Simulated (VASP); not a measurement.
Input:

```
CELL_PARAMETERS angstrom
      4.12412     0.00000     0.00000
      0.00000     4.12412     0.00000
      0.00000     0.00000     4.12412
ATOMIC_POSITIONS crystal
  K  0.00000 0.00000 0.00000
  Zn 0.50000 0.50000 0.50000
  F  0.50000 0.00000 0.50000
  F  0.00000 0.50000 0.50000
  F  0.50000 0.50000 0.00000
```

These are RPBE GGA, VASP's PBE PAW potentials (set 64) (plane waves; VASP 6.6.1) values and carry that method's errors. Settings: 520 eV cut-off, 5×5×5 Γ-centred mesh, Gaussian smearing of 0.050 eV, potentials K_sv Zn F.

Problem. Estimate the energy per atom (σ→0), pressure.

Solution. 
| Item | Result |
|---|---|
| energy per atom (σ→0) | -3.796 eV/atom |
| pressure | 44.8 kbar |

Total energies compare only between runs with the same potentials, cut-off and functional.

The compound is KZnF3 in the cubic perovskite structure. This cell is one point of a volume scan, at 0.94 of the reference volume.
